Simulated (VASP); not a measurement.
```
Dy
1.0
    1.81186    -3.13823     0.00000
    1.81186     3.13823     0.00000
    0.00000     0.00000     5.54253
Dy
2
Direct
  0.33333   0.66667   0.25000
  0.66667   0.33333   0.75000
```

Calculation: r2SCAN+rVV10, VASP's PBE PAW potentials (set 64) (plane waves; VASP). Numerical set-up: 520 eV cut-off, 13×13×8 Γ-centred mesh, tetrahedra with Blöchl corrections, potentials Dy_3.

The 4f electrons are frozen in the core of the lanthanide potential, so 4f levels, which can set the real gap, and their magnetism are missing.

Give the energies of bands 7 to 12 at the high-symmetry points, in eV from the Fermi level.

| band | Γ | M | K | A | L | H |
|---|---|---|---|---|---|---|
| 7 | -5.34 | -1.95 | -0.90 | -3.62 | -1.94 | -0.47 |
| 8 | -2.16 | -1.43 | -0.81 | -3.62 | -1.94 | -0.47 |
| 9 | 1.32 | -0.93 | -0.81 | 1.22 | 0.14 | -0.46 |
| 10 | 2.01 | -0.13 | -0.53 | 1.22 | 0.14 | -0.46 |
| 11 | 2.01 | 1.63 | 1.36 | 1.90 | 1.66 | 0.53 |
| 12 | 2.67 | 1.83 | 1.36 | 1.90 | 1.66 | 0.53 |

It has no gap at this level: it comes out as a metal or semimetal.

The compound is Dy in the hcp structure. It was relaxed first.
